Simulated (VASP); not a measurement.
# Band-edge properties of Tl2Se (Fm-3m), part 2 of 3

The runs below take Tl2Se at its given cell and follow the band edges through several levels. The cell is generated by rule, not measured, and may not be a known phase.

VASP 6.6.1, plane waves and PAW; the level of theory is named at each step.

So far. Step 3 (Bands on a dense mesh): At 31.6 GPa the cell is away from the equilibrium volume of this level: left free, it would expand.

The structure was built from a prototype and need not be the compound's stable phase.

## (4) Bands with spin-orbit coupling

This step: PBEsol, spin-orbit coupling; plane waves and PAW (Se, Tl_d); invented cell (VASP 6.6.1).

Spin-orbit coupling can split and shift the band edges, more so for heavy elements, so the bands are solved again with spinors.

INCAR reads:

```
SYSTEM = Tl2Se
PREC = Accurate
ENCUT = 400
EDIFF = 1E-06
NELM = 100
ISMEAR = 0
SIGMA = 0.02
LREAL = .FALSE.
ALGO = Normal
GGA = PS
LNONCOLLINEAR = .TRUE.
MAGMOM = 0 0 0 0 0 0 0 0 0
NBANDS = 44
GGA_COMPAT = .FALSE.
LASPH = .TRUE.
LSORBIT = .TRUE.
LORBIT = 11
LWAVE = .FALSE.
LCHARG = .FALSE.
KPAR = 4
ISIF = 2
```

POSCAR reads:

```
Tl2Se
1.0
    0.0000000000      3.1874400000      3.1874400000
    3.1874400000      0.0000000000      3.1874400000
    3.1874400000      3.1874400000      0.0000000000
Se Tl
1 2
Direct
    0.0000000000      0.0000000000      0.0000000000
    0.2500000000      0.2500000000      0.2500000000
    0.7500000000      0.7500000000      0.7500000000
```

KPOINTS reads:

```
Automatic mesh
0
Gamma
8 8 8
0 0 0
```

KPOINTS_OPT reads:

```
Line mode
16
Line-mode
Reciprocal
  0.00000000   0.00000000   0.00000000 GAMMA
  0.50000000   0.00000000   0.50000000 X

  0.50000000   0.00000000   0.50000000 X
  0.50000000   0.25000000   0.75000000 W

  0.50000000   0.25000000   0.75000000 W
  0.37500000   0.37500000   0.75000000 K

  0.37500000   0.37500000   0.75000000 K
  0.00000000   0.00000000   0.00000000 GAMMA

  0.00000000   0.00000000   0.00000000 GAMMA
  0.50000000   0.50000000   0.50000000 L

  0.50000000   0.50000000   0.50000000 L
  0.62500000   0.25000000   0.62500000 U

  0.62500000   0.25000000   0.62500000 U
  0.50000000   0.25000000   0.75000000 W

  0.50000000   0.25000000   0.75000000 W
  0.50000000   0.50000000   0.50000000 L

  0.50000000   0.50000000   0.50000000 L
  0.37500000   0.37500000   0.75000000 K

  0.62500000   0.25000000   0.62500000 U
  0.50000000   0.00000000   0.50000000 X
```

Potentials, in the order of the species: Se and Tl_d (PBE family, release 64).

On the command line:

```sh
mpirun -np 4 vasp_ncl
```

Output:

```text
[... set-up lines as in an earlier step ...]
 entering main loop
       N       E                     dE             d eps       ncg     rms          rms(c)
DAV:   1     0.169879045828E+03    0.16988E+03   -0.14439E+04  2552   0.113E+03
DAV:   2    -0.150490179615E+01   -0.17138E+03   -0.16453E+03  2872   0.290E+02
DAV:   3    -0.834321891011E+01   -0.68383E+01   -0.66407E+01  2928   0.489E+01
DAV:   4    -0.842321178868E+01   -0.79993E-01   -0.79685E-01  2840   0.509E+00
DAV:   5    -0.842413295116E+01   -0.92116E-03   -0.92110E-03  2856   0.603E-01    0.126E+01
DAV:   6    -0.822784656248E+01    0.19629E+00   -0.25941E-01  2716   0.496E+00    0.812E+00
DAV:   7    -0.821714871946E+01    0.10698E-01   -0.16678E-01  2732   0.287E+00    0.207E+00
DAV:   8    -0.821130409029E+01    0.58446E-02   -0.21848E-02  2660   0.120E+00    0.935E-01
DAV:   9    -0.821150270141E+01   -0.19861E-03   -0.47981E-03  2740   0.378E-01    0.108E-01
DAV:  10    -0.821137137020E+01    0.13133E-03   -0.54660E-04  2700   0.216E-01    0.383E-02
DAV:  11    -0.821138444721E+01   -0.13077E-04   -0.75237E-05  2748   0.466E-02    0.215E-02
DAV:  12    -0.821138442260E+01    0.24602E-07   -0.86053E-06  2804   0.203E-02
   1 F= -.82113844E+01 E0= -.82112791E+01  d E =-.210658E-03  mag=     0.0000     0.0000     0.0000
 Start KPOINTS_OPT (optional k-point list driver)
k-point batch [1-29\160]
       N       E                     dE             ncg
DAV:   1     0.394552455717E+04   -0.13519E+05     2552
DAV:   2    -0.991316816348E+03   -0.49368E+04     2868
DAV:   3    -0.117656838382E+04   -0.18525E+03     2976
DAV:   4    -0.117843458157E+04   -0.18662E+01     2856
DAV:   5    -0.117846031791E+04   -0.25736E-01     2916
DAV:   6    -0.117846090603E+04   -0.58812E-03     2912
DAV:   7    -0.117846092365E+04   -0.17623E-04     2828
DAV:   8    -0.117846092417E+04   -0.52092E-06     1972
[...]
k-point batch [146-160\160]
       N       E                     dE             ncg
DAV:   1     0.134012308338E+05   -0.11160E+05     1320
DAV:   2     0.108268302925E+05   -0.25744E+04     1516
DAV:   3     0.107398845673E+05   -0.86946E+02     1552
DAV:   4     0.107391177217E+05   -0.76685E+00     1480
DAV:   5     0.107391057186E+05   -0.12003E-01     1504
DAV:   6     0.107391054147E+05   -0.30394E-03     1512
DAV:   7     0.107391054055E+05   -0.91770E-05     1488
DAV:   8     0.107391054053E+05   -0.24512E-06      976
```

The job ended after 1.8 min (4 MPI ranks of Intel Xeon 6975P-C (Granite Rapids), shared host; peak memory 1.4 GiB; 7 min of CPU time).

OUTCAR, selected parts (step 4):

```text
The static configuration has the point symmetry O_h .

 Found     29 irreducible k-points:

   k-points           NKPTS =     29   k-points in BZ     NKDIM =     29   number of bands    NBANDS=     44

   NELECT =      32.0000    total number of electrons

 E-fermi :   8.7715

 k-point     1 :       0.0000    0.0000    0.0000
  band No.  band energies     occupation
    ...
     30       5.7690      1.00000
     31       6.9983      1.00000
     32       6.9983      1.00000
     33       7.4533      1.00000
     34       7.4533      1.00000
     35       9.0899      0.00000
     36       9.0899      0.00000
     37       9.0899      0.00000
     38       9.0899      0.00000
     39      13.7092      0.00000
    ...

 k-point     2 :       0.1250    0.0000    0.0000
  band No.  band energies     occupation
    ...
     30       5.5728      1.00000
     31       6.6823      1.00000
     32       6.6823      1.00000
     33       8.1968      1.00000
     34       8.1968      1.00000
     35       9.4252      0.00000
     36       9.4252      0.00000
     37      10.3107      0.00000
     38      10.3107      0.00000
     39      13.4249      0.00000
    ...

  Total       12.3588055     12.3588055     12.3588055      0.0000000     -0.0000000      0.0000000
  in kB      305.7250542    305.7250542    305.7250542      0.0000000     -0.0000000      0.0000000
  external PRESSURE =     305.7250542 kB  Pullay stress =       0.0000000 kB

 POSITION                                       TOTAL-FORCE (eV/Angst)
 -----------------------------------------------------------------------------------
      0.00000      0.00000      0.00000         0.000000     -0.000000      0.000000
      1.59372      1.59372      1.59372         0.000000      0.000000     -0.000000
      4.78116      4.78116      4.78116        -0.000000     -0.000000     -0.000000
 -----------------------------------------------------------------------------------
    total drift:                                0.000000      0.000000      0.000000

  FREE ENERGIE OF THE ION-ELECTRON SYSTEM (eV)
  ---------------------------------------------------
  free  energy   TOTEN  =        -8.2113844226 eV

  energy  without entropy=       -8.2111737645  energy(sigma->0) =       -8.21127909

 Spin-Orbit-Coupling matrix elements
 Ion:    1  E_soc:     -0.0582175
 Ion:    2  E_soc:     -0.6315959
 Ion:    3  E_soc:     -0.6315959

 total charge
# of ion       s       p       d       tot
------------------------------------------
    1        1.548   2.277   0.086   3.912
    2        1.224   0.537   9.671  11.433
    3        1.224   0.537   9.671  11.433
--------------------------------------------------
tot          3.997   3.352  19.429  26.778

 magnetization (x)
# of ion       s       p       d       tot
------------------------------------------
    1        0.000   0.000   0.000   0.000
    2        0.000   0.000  -0.000  -0.000
    3        0.000   0.000  -0.000  -0.000
--------------------------------------------------
tot          0.000   0.000  -0.000  -0.000

 magnetization (y)
# of ion       s       p       d       tot
------------------------------------------
    1        0.000   0.000   0.000   0.000
    2        0.000   0.000   0.000   0.000
    3        0.000   0.000   0.000   0.000
--------------------------------------------------
tot          0.000   0.000   0.000   0.000

 magnetization (z)
# of ion       s       p       d       tot
------------------------------------------
    1        0.000  -0.000   0.000  -0.000
    2        0.000   0.000   0.000   0.000
    3        0.000   0.000   0.000   0.000
--------------------------------------------------
tot          0.000  -0.000   0.000   0.000

[... 7 parts as in an earlier step ...]

[... 5 further parts left out ...]
```

LASPH is on here and off in the session's scalar semilocal runs, so a comparison with those holds both changes.

Numbers from this step:

| Quantity | Value |
| --- | --- |
| bands | 44 |
| irreducible k-points | 29 |
| free energy (TOTEN) | -8.211 eV |
| energy at zero smearing | -8.211 eV |
| Fermi energy | 8.771 eV |
| pressure | 30.57 GPa |

The spin moment in the PAW sphere vanishes on all atoms.

On-site spin-orbit energy by atom:

```
atom  on-site spin-orbit energy (eV)
 Se1                          -0.058
 Tl2                          -0.632
 Tl3                          -0.632
```

The electronic bands at the labelled points (eV, zero at the Fermi level; # counts the bands kept, so #1 is VASP's band 23):

```
          point     #9    #10    #11    #12   #13   #14   #15   #16
              Γ  -1.77  -1.77  -1.32  -1.32  0.32  0.32  0.32  0.32
0.53 of the way  -1.80  -1.80   1.69   1.69  1.70  1.70  2.15  2.15
              X  -1.81  -1.81   1.66   1.66  4.36  4.36  4.89  4.89
0.47 of the way  -1.15  -1.15   1.02   1.02  3.18  3.18  4.79  4.79
              W  -0.90  -0.90   0.37   0.37  1.28  1.28  5.16  5.16
0.47 of the way  -0.13  -0.13   0.27   0.27  1.94  1.94  4.66  4.66
              K  -0.01  -0.01   0.56   0.56  2.85  2.85  3.82  3.82
0.47 of the way  -1.67  -1.67   0.90   0.90  1.62  1.62  3.36  3.36
              Γ  -1.77  -1.77  -1.32  -1.32  0.32  0.32  0.32  0.32
0.47 of the way  -1.24  -1.24   0.09   0.09  1.18  1.18  2.47  2.47
              L   0.58   0.58   0.96   0.96  1.49  1.49  2.86  2.86
0.47 of the way  -0.50  -0.50   1.62   1.62  2.01  2.01  3.39  3.39
              U  -0.01  -0.01   0.56   0.56  2.85  2.85  3.82  3.82
0.47 of the way  -0.07  -0.07   0.30   0.30  2.08  2.08  4.54  4.54
              W  -0.90  -0.90   0.37   0.37  1.28  1.28  5.16  5.16
0.53 of the way  -0.74  -0.74   1.67   1.67  2.10  2.10  3.16  3.16
              L   0.58   0.58   0.96   0.96  1.49  1.49  2.86  2.86
0.47 of the way  -0.50  -0.50   1.62   1.62  2.01  2.01  3.39  3.39
              K  -0.01  -0.01   0.56   0.56  2.85  2.85  3.82  3.82
      jump to U  -0.01  -0.01   0.56   0.56  2.85  2.85  3.82  3.82
0.47 of the way  -1.30  -1.30   1.27   1.27  3.82  3.82  4.37  4.37
              X  -1.81  -1.81   1.66   1.66  4.36  4.36  4.89  4.89
```

Of the projections kept (Se, Tl), the largest for each band there; the rest of the weight can lie on other orbitals:

```
point       #9      #10      #11      #12      #13      #14      #15      #16
    Γ  Tl 1.00  Tl 1.00  Tl 0.91  Tl 0.91  Tl 0.88  Tl 0.88  Tl 0.88  Tl 0.88
    X  Tl 0.75  Tl 0.75  Se 0.68  Se 0.68  Se 0.54  Se 0.54  Se 0.50  Se 0.50
    W  Tl 0.60  Tl 0.60  Tl 0.73  Tl 0.73  Se 0.60  Se 0.60  Tl 0.60  Tl 0.60
    K  Tl 0.62  Tl 0.62  Se 0.56  Se 0.56  Tl 0.54  Tl 0.54  Tl 0.52  Tl 0.52
    Γ  Tl 1.00  Tl 1.00  Tl 0.91  Tl 0.91  Tl 0.88  Tl 0.88  Tl 0.88  Tl 0.88
    L  Tl 0.89  Tl 0.89  Tl 0.61  Tl 0.61  Tl 0.87  Tl 0.87  Se 0.56  Se 0.56
```

## (5) Orbitals for bands with HSE06

This step: PBE; plane waves and PAW (Se, Tl_d); invented cell (VASP 6.6.1).

The hybrid starts from PBE orbitals, which saves many expensive cycles.

INCAR reads:

```
SYSTEM = Tl2Se
PREC = Accurate
ENCUT = 400
EDIFF = 1E-05
NELM = 100
ISMEAR = 0
SIGMA = 0.02
LREAL = .FALSE.
ALGO = Normal
GGA = PE
NBANDS = 22
LORBIT = 11
LWAVE = .TRUE.
LCHARG = .FALSE.
KPAR = 4
```

POSCAR is that of step 4.

KPOINTS reads:

```
Automatic mesh
0
Gamma
4 4 4
0 0 0
```

On the command line:

```sh
mpirun -np 4 vasp_std
```

Output:

```text
[banner, memory and clock lines left out]
running    4 mpi-ranks, on    1 nodes
 distrk:  each k-point on    1 cores,    4 groups
 distr:  one band on    1 cores,    1 groups

 POSCAR found type information on POSCAR SeTl
 POSCAR found :  2 types and       3 ions
 LDA part: xc-table for (Slater+PW92), standard interpolation
 POSCAR, INCAR and KPOINTS ok, starting setup
 FFT: planning ... GRIDC
 FFT: planning ... GRID_SOFT
 FFT: planning ... GRID
 WAVECAR not read
 entering main loop
       N       E                     dE             d eps       ncg     rms          rms(c)
DAV:   1     0.150664134324E+03    0.15066E+03   -0.14656E+04   352   0.113E+03
DAV:   2    -0.182328670996E+01   -0.15249E+03   -0.14625E+03   418   0.269E+02
DAV:   3    -0.593549015001E+01   -0.41122E+01   -0.40899E+01   412   0.385E+01
DAV:   4    -0.596164755638E+01   -0.26157E-01   -0.26155E-01   382   0.361E+00
DAV:   5    -0.596201839160E+01   -0.37084E-03   -0.37083E-03   430   0.412E-01    0.117E+01
DAV:   6    -0.568830812460E+01    0.27371E+00   -0.35704E-01   364   0.502E+00    0.756E+00
DAV:   7    -0.567750673430E+01    0.10801E-01   -0.20250E-01   358   0.274E+00    0.200E+00
DAV:   8    -0.567271332427E+01    0.47934E-02   -0.36206E-02   358   0.149E+00    0.225E-01
DAV:   9    -0.567256173077E+01    0.15159E-03   -0.38379E-03   376   0.453E-01    0.549E-02
DAV:  10    -0.567269148081E+01   -0.12975E-03   -0.37157E-04   382   0.109E-01    0.286E-02
DAV:  11    -0.567274244746E+01   -0.50967E-04   -0.12110E-04   390   0.711E-02    0.130E-02
DAV:  12    -0.567274105075E+01    0.13967E-05   -0.76760E-06   258   0.176E-02
   1 F= -.56727411E+01 E0= -.56724098E+01  d E =-.662517E-03
 writing wavefunctions
```

Elapsed: 4 s, on 4 MPI ranks; peak memory 0.62 GiB.

Parts of OUTCAR (step 5):

```text
   k-points           NKPTS =      8   k-points in BZ     NKDIM =      8   number of bands    NBANDS=     22

   NELECT =      32.0000    total number of electrons

 E-fermi :   9.4637

 k-point     1 :       0.0000    0.0000    0.0000
  band No.  band energies     occupation
    ...
     15       5.9460      2.00000
     16       7.2011      2.00000
     17       8.8377      2.00000
     18       8.8377      2.00000
     19       8.8377      2.00000
     20      14.7606      0.00000
     21      14.7606      0.00000
     22      14.7606      0.00000

  Total       15.5077996     15.5077996     15.5077996      0.0000000     -0.0000000      0.0000000
  in kB      383.6230658    383.6230658    383.6230658      0.0000000     -0.0000000      0.0000000
  external PRESSURE =     383.6230658 kB  Pullay stress =       0.0000000 kB

 POSITION                                       TOTAL-FORCE (eV/Angst)
 -----------------------------------------------------------------------------------
      0.00000      0.00000      0.00000        -0.000000     -0.000000     -0.000000
      1.59372      1.59372      1.59372         0.000000      0.000000      0.000000
      4.78116      4.78116      4.78116        -0.000000     -0.000000     -0.000000
 -----------------------------------------------------------------------------------
    total drift:                               -0.000000      0.000000      0.000000

  FREE ENERGIE OF THE ION-ELECTRON SYSTEM (eV)
  ---------------------------------------------------
  free  energy   TOTEN  =        -5.6727410508 eV

  energy  without entropy=       -5.6720785334  energy(sigma->0) =       -5.67240979

[... 6 parts as in an earlier step ...]

[... 10 further parts left out ...]
```

The k-mesh is coarse for a metal.

Numbers from this step:

| Item | Value |
| --- | --- |
| bands | 22 |
| irreducible k-points | 8 |
| free energy (TOTEN) | -5.673 eV |
| energy at zero smearing | -5.672 eV |
| Fermi energy | 9.464 eV |
| pressure | 38.36 GPa |

The run ends at a pressure of 38.36 GPa.

(Continued in part 3 of 3.)

[Lines on the potential files, build, host, timing and source positions are cut from VASP's logs without a mark.]

[Logs are printed without paths, hosts, clocks, repeated set-up lines and the standing remarks that a program may print on its own settings, such as how far it seeks lower states.]

[Hosts, paths, dates, database ids (printed as entryN), source tags and the programs' standing remarks are cut or masked in the printed files.]

[In band tables of VASP the shares of atoms and orbitals are scaled to a sum of 1 inside the atoms' spheres.]

[Gaps and slopes under strain along one axis are those of the sampled path and mesh points; where strain splits equal valleys, another of them can be the edge.]
